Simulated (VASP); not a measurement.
All values below come from r2SCAN meta-GGA, VASP's PBE PAW potentials (set 64) (plane waves; VASP).

The input files of a VASP run:

File KPOINTS:
```
K-points
0
gamma
  10 10 5
0 0 0
```

### INCAR
```
SYSTEM = WS2
PREC = Accurate; ENCUT = 400; LREAL = .FALSE.
LASPH = .TRUE.
EDIFF = 1E-6; NELM = 100; ALGO = Normal
LMAXMIX = 6; LMIXTAU = .TRUE.
ISMEAR = 1; SIGMA = 0.1
METAGGA = R2SCAN
IBRION = 2; NSW = 60; ISIF = 3
EDIFFG = -0.02
LWAVE = .FALSE.; LCHARG = .FALSE.
```

**POSCAR**
```
WS2
1.0
  3.2249991148   0.0000000000   0.0000000000
 -1.6124995574   2.7929312308   0.0000000000
  0.0000000000   0.0000000000   6.0927696978
W S
1 2
direct
  0.0000000000   0.0000000000   0.0000000000
  0.3333330000   0.6666670000   0.2520536569
  0.6666670000   0.3333330000   0.7479463431
```

POTCAR, in this order: W_sv S (PBE.64 set). Program: vasp_std.

Output of the run:

OUTCAR:
```
 ion  position               nearest neighbor table
   1  0.000  0.000  0.000-   2 2.41   3 2.41   3 2.41   2 2.41   3 2.41   2 2.41
   2  0.333  0.667  0.252-   1 2.41   1 2.41   1 2.41
   3  0.667  0.333  0.748-   1 2.41   1 2.41   1 2.41
  LATTYP: Found a hexagonal cell.
 ALAT       =     3.2249991148
 C/A-ratio  =     1.8892314326
 Subroutine PRICEL returns:
 Original cell was already a primitive cell.
 Subroutine GETGRP returns: Found 12 space group operations
The static configuration has the point symmetry D_3d.
The dynamic configuration has the point symmetry D_3d.
 Subroutine INISYM returns: Found 12 space group operations
 Subroutine IBZKPT returns following result:
 Found     58 irreducible k-points:

 Following reciprocal coordinates:
            Coordinates               Weight
  0.000000  0.000000  0.000000      1.000000
  0.100000 -0.000000  0.000000      6.000000
  0.200000 -0.000000  0.000000      6.000000
  0.300000  0.000000  0.000000      6.000000
  0.400000 -0.000000  0.000000      6.000000
  0.500000 -0.000000  0.000000      3.000000
  0.100000  0.100000  0.000000      6.000000
...
```

OSZICAR:
```
...
DAV:   5    -0.691327047967E+02   -0.10820E-04   -0.59091E-05  2143   0.670E-02    0.258E-02
DAV:   6    -0.691327005966E+02    0.42001E-05   -0.40720E-05  1998   0.492E-02    0.102E-02
DAV:   7    -0.691327103513E+02   -0.97547E-05   -0.17934E-05  1999   0.381E-02    0.260E-03
DAV:   8    -0.691327081079E+02    0.22435E-05   -0.53895E-06  1999   0.199E-02    0.236E-03
DAV:   9    -0.691327110675E+02   -0.29596E-05   -0.45580E-07  1016   0.716E-03    0.632E-04
DAV:  10    -0.691327099866E+02    0.10808E-05   -0.98029E-08   988   0.290E-03    0.526E-04
DAV:  11    -0.691327103607E+02   -0.37408E-06   -0.59796E-09   986   0.680E-04
   4 F= -.69132710E+02 E0= -.69132516E+02  d E =-.926385E-03
       N       E                     dE             d eps       ncg     rms          rms(c)
DAV:   1    -0.691489606939E+02   -0.16251E-01   -0.81860E-01  1972   0.779E+00    0.968E-01
DAV:   2    -0.691376672640E+02    0.11293E-01   -0.14375E-01  1989   0.280E+00    0.560E-01
DAV:   3    -0.691355477359E+02    0.21195E-02   -0.98561E-03  2012   0.641E-01    0.255E-01
DAV:   4    -0.691347830348E+02    0.76470E-03   -0.30266E-03  2071   0.377E-01    0.121E-01
DAV:   5    -0.691348580682E+02   -0.75033E-04   -0.53229E-04  2173   0.200E-01    0.778E-02
DAV:   6    -0.691348745225E+02   -0.16454E-04   -0.36067E-04  1999   0.146E-01    0.318E-02
DAV:   7    -0.691349146967E+02   -0.40174E-04   -0.17283E-04  1998   0.118E-01    0.791E-03
DAV:   8    -0.691349362427E+02   -0.21546E-04   -0.52061E-05  2020   0.619E-02    0.675E-03
DAV:   9    -0.691349462208E+02   -0.99782E-05   -0.39477E-06  2072   0.202E-02    0.274E-03
DAV:  10    -0.691349441348E+02    0.20861E-05   -0.60853E-07  1036   0.756E-03    0.161E-03
DAV:  11    -0.691349458807E+02   -0.17460E-05   -0.71644E-08   990   0.236E-03    0.907E-04
DAV:  12    -0.691349447146E+02    0.11661E-05   -0.32282E-08   988   0.170E-03    0.874E-05
DAV:  13    -0.691349450378E+02   -0.32321E-06   -0.56708E-09   989   0.586E-04
   5 F= -.69134945E+02 E0= -.69134734E+02  d E =-.316106E-02
       N       E                     dE             d eps       ncg     rms          rms(c)
DAV:   1    -0.691918322350E+02   -0.56888E-01   -0.32532E+00  1972   0.155E+01    0.197E+00
DAV:   2    -0.691481287901E+02    0.43703E-01   -0.58090E-01  1989   0.563E+00    0.113E+00
DAV:   3    -0.691396380297E+02    0.84908E-02   -0.39636E-02  2009   0.129E+00    0.528E-01
DAV:   4    -0.691365388292E+02    0.30992E-02   -0.12235E-02  2097   0.739E-01    0.239E-01
DAV:   5    -0.691368476542E+02   -0.30882E-03   -0.21432E-03  2186   0.400E-01    0.156E-01
DAV:   6    -0.691369153190E+02   -0.67665E-04   -0.14095E-03  1998   0.290E-01    0.661E-02
DAV:   7    -0.691370151205E+02   -0.99802E-04   -0.75574E-04  1989   0.245E-01    0.164E-02
DAV:   8    -0.691371670855E+02   -0.15196E-03   -0.23095E-04  2018   0.131E-01    0.125E-02
DAV:   9    -0.691371901893E+02   -0.23104E-04   -0.13212E-05  2161   0.355E-02    0.671E-03
DAV:  10    -0.691371884424E+02    0.17469E-05   -0.19253E-06  1763   0.123E-02    0.279E-03
DAV:  11    -0.691371919600E+02   -0.35177E-05   -0.26922E-07   992   0.517E-03    0.139E-03
DAV:  12    -0.691371895709E+02    0.23892E-05   -0.11686E-07   989   0.328E-03    0.142E-04
DAV:  13    -0.691371902265E+02   -0.65561E-06   -0.18795E-08   989   0.102E-03
   6 F= -.69137190E+02 E0= -.69136950E+02  d E =-.540625E-02
       N       E                     dE             d eps       ncg     rms          rms(c)
DAV:   1    -0.691436836988E+02   -0.64941E-02   -0.37050E-01  1973   0.520E+00    0.646E-01
DAV:   2    -0.691384550527E+02    0.52286E-02   -0.62945E-02  1990   0.186E+00    0.365E-01
DAV:   3    -0.691376321146E+02    0.82294E-03   -0.41538E-03  2008   0.424E-01    0.171E-01
DAV:   4    -0.691372738164E+02    0.35830E-03   -0.13468E-03  2121   0.251E-01    0.812E-02
DAV:   5    -0.691373147534E+02   -0.40937E-04   -0.23542E-04  2102   0.135E-01    0.521E-02
DAV:   6    -0.691373123558E+02    0.23976E-05   -0.16697E-04  2001   0.101E-01    0.210E-02
DAV:   7    -0.691373395665E+02   -0.27211E-04   -0.82028E-05  1988   0.819E-02    0.523E-03
DAV:   8    -0.691373446605E+02   -0.50940E-05   -0.24059E-05  2006   0.428E-02    0.442E-03
DAV:   9    -0.691373511641E+02   -0.65036E-05   -0.19576E-06  1630   0.144E-02    0.164E-03
DAV:  10    -0.691373494629E+02    0.17012E-05   -0.36987E-07   994   0.580E-03    0.109E-03
DAV:  11    -0.691373504908E+02   -0.10279E-05   -0.33119E-08   989   0.172E-03    0.819E-04
DAV:  12    -0.691373499007E+02    0.59004E-06   -0.15182E-08   989   0.106E-03
   7 F= -.69137350E+02 E0= -.69137105E+02  d E =-.556592E-02
       N       E                     dE             d eps       ncg     rms          rms(c)
DAV:   1    -0.691518951822E+02   -0.14545E-01   -0.51627E-01  1972   0.647E+00    0.796E-01
DAV:   2    -0.691407567143E+02    0.11138E-01   -0.11503E-01  2208   0.237E+00    0.493E-01
DAV:   3    -0.691386643034E+02    0.20924E-02   -0.82614E-03  2180   0.595E-01    0.197E-01
DAV:   4    -0.691381080098E+02    0.55629E-03   -0.39239E-03  2187   0.416E-01    0.782E-02
DAV:   5    -0.691383600638E+02   -0.25205E-03   -0.25487E-04  2178   0.134E-01    0.576E-02
DAV:   6    -0.691383771480E+02   -0.17084E-04   -0.37901E-05  2183   0.482E-02    0.355E-02
DAV:   7    -0.691383799669E+02   -0.28190E-05   -0.31422E-05  2210   0.433E-02    0.928E-03
DAV:   8    -0.691383715904E+02    0.83766E-05   -0.24385E-05  1982   0.419E-02    0.593E-03
DAV:   9    -0.691383796111E+02   -0.80207E-05   -0.25109E-06  1623   0.159E-02    0.184E-03
DAV:  10    -0.691383782535E+02    0.13575E-05   -0.52082E-07   993   0.713E-03    0.717E-04
DAV:  11    -0.691383802741E+02   -0.20206E-05   -0.21688E-07   991   0.454E-03    0.605E-04
DAV:  12    -0.691383794057E+02    0.86837E-06   -0.28697E-08   989   0.153E-03
   8 F= -.69138379E+02 E0= -.69138040E+02  d E =-.102950E-02
       N       E                     dE             d eps       ncg     rms          rms(c)
DAV:   1    -0.691425256417E+02   -0.41454E-02   -0.15274E-01  1972   0.351E+00    0.430E-01
DAV:   2    -0.691392334974E+02    0.32921E-02   -0.33946E-02  2192   0.128E+00    0.267E-01
DAV:   3    -0.691386222941E+02    0.61120E-03   -0.24695E-03  2163   0.325E-01    0.106E-01
DAV:   4    -0.691384547416E+02    0.16755E-03   -0.11557E-03  2179   0.226E-01    0.427E-02
DAV:   5    -0.691385316784E+02   -0.76937E-04   -0.74875E-05  2178   0.726E-02    0.314E-02
DAV:   6    -0.691385357308E+02   -0.40524E-05   -0.12325E-05  2182   0.276E-02    0.191E-02
DAV:   7    -0.691385373305E+02   -0.15996E-05   -0.79672E-06  2172   0.218E-02    0.490E-03
DAV:   8    -0.691385322754E+02    0.50550E-05   -0.65859E-06  1960   0.219E-02    0.284E-03
DAV:   9    -0.691385359294E+02   -0.36540E-05   -0.74173E-07  1043   0.882E-03    0.937E-04
DAV:  10    -0.691385350915E+02    0.83791E-06   -0.14644E-07   989   0.365E-03
   9 F= -.69138535E+02 E0= -.69138180E+02  d E =-.118519E-02
       N       E                     dE             d eps       ncg     rms          rms(c)
DAV:   1    -0.691427577440E+02   -0.42218E-02   -0.23703E-01  1972   0.431E+00    0.652E-01
DAV:   2    -0.691395306145E+02    0.32271E-02   -0.20284E-02  2231   0.977E-01    0.263E-01
DAV:   3    -0.691389052945E+02    0.62532E-03   -0.21420E-03  2205   0.399E-01    0.930E-02
DAV:   4    -0.691388720972E+02    0.33197E-04   -0.61625E-04  2434   0.181E-01    0.577E-02
DAV:   5    -0.691388788243E+02   -0.67270E-05   -0.11457E-04  2177   0.863E-02    0.173E-02
DAV:   6    -0.691388862751E+02   -0.74508E-05   -0.50603E-05  2065   0.582E-02    0.884E-03
DAV:   7    -0.691389002375E+02   -0.13962E-04   -0.92581E-06  2016   0.247E-02    0.442E-03
DAV:   8    -0.691388975022E+02    0.27353E-05   -0.19879E-06  1395   0.130E-02    0.139E-03
DAV:   9    -0.691388999076E+02   -0.24054E-05   -0.42149E-07  1003   0.624E-03    0.706E-04
DAV:  10    -0.691388989946E+02    0.91305E-06   -0.82251E-08   989   0.255E-03
  10 F= -.69138899E+02 E0= -.69138576E+02  d E =-.363903E-03
```

### OUTCAR
```
------------------------ aborting loop because EDIFF is reached ----------------------------------------
  FORCE on cell =-STRESS in cart. coord.  units (eV):
  Direction    XX          YY          ZZ          XY          YZ          ZX
  --------------------------------------------------------------------------------------
  Total        0.0489001      0.0489001      0.0467652      0.0000000      0.0000000     -0.0000000
  in kB        1.3689575      1.3689576      1.3091913      0.0000000      0.0000000     -0.0000000
  external PRESSURE =       1.3490355 kB  Pullay stress =       0.0000000 kB
  volume of cell :       57.23
      direct lattice vectors                 reciprocal lattice vectors
     3.223368129  0.000000000  0.000000000     0.310234500  0.179113968 -0.000000000
    -1.611684064  2.791518755 -0.000000000    -0.000000000  0.358227935 -0.000000000
     0.000000000  0.000000000  6.360328374    -0.000000000  0.000000000  0.157224587
 POSITION                                       TOTAL-FORCE (eV/Angst)
 -----------------------------------------------------------------------------------
     -1.61168      2.79152     -0.00000        -0.000000     -0.000000      0.000000
     -0.00000      1.86101      1.54851         0.000000      0.000000      0.011968
      1.61169      0.93051      4.81181        -0.000000     -0.000000     -0.011968
 -----------------------------------------------------------------------------------
    total drift:                                0.000000      0.000000      0.000000
  FREE ENERGIE OF THE ION-ELECTRON SYSTEM (eV)
  ---------------------------------------------------
  free  energy   TOTEN  =       -69.1388989946 eV

  energy  without entropy=      -69.1379291763  energy(sigma->0) =      -69.13857572

 reached required accuracy - stopping structural energy minimisation
```
(Selected blocks of OUTCAR.)

### CONTCAR
```
WS2
   1.00000000000000
     3.2233681287680822    0.0000000000000001    0.0000000000000001
    -1.6116840643840411    2.7915187553440659   -0.0000000000000002
     0.0000000000000002    0.0000000000000005    6.3603283738664231
  W               S
     1     2
Direct
     0.0000000000000000    1.0000000000000000    0.0000000000000000
     0.3333330000000032    0.6666669999999968    0.2434646114873684
     0.6666669999999968    0.3333330000000032    0.7565353885126318
```

Energy and stress use the plane-wave basis of the starting cell.

The structure was generated: WS2 was put into the CdI2 type (P-3m1), which need not be its known phase. This run relaxes it. Symmetry was kept, so distortions that lower it aren't found. The start is the result of an earlier pass.
